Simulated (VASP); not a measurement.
Consider the following.

```yaml
crystal:
  lattice:
    - [0.00000, 2.80700, 2.80700]
    - [2.80700, 0.00000, 2.80700]
    - [2.80700, 2.80700, 0.00000]
  atoms:
    - { symbol: Ba, position: [0.00000, 0.00000, 0.00000] }
    - { symbol: O, position: [0.50000, 0.50000, 0.50000] }
```

Method: PBE GGA, VASP's PBE PAW potentials (set 64) (plane waves; VASP). Run with 620 eV cut-off, 8×8×8 Γ-centred mesh, Gaussian smearing of 0.050 eV, potentials Ba_sv O.

Unless said otherwise, spin-orbit coupling is left out, though it shifts the bands of the heavy elements here.

Question: Predict the energy per atom (σ→0), band gap (on the k-mesh) with the smallest direct gap where there is one.

Answer: 
* **band gap (on the k-mesh)**: 2.10 eV
* **smallest direct gap (on the k-mesh)**: 2.10 eV
* **energy per atom (σ→0)**: -5.906 eV/atom

The absolute energy has meaning only against runs of the same code, potentials and settings.

The compound is BaO in the rock salt structure. It was relaxed first.
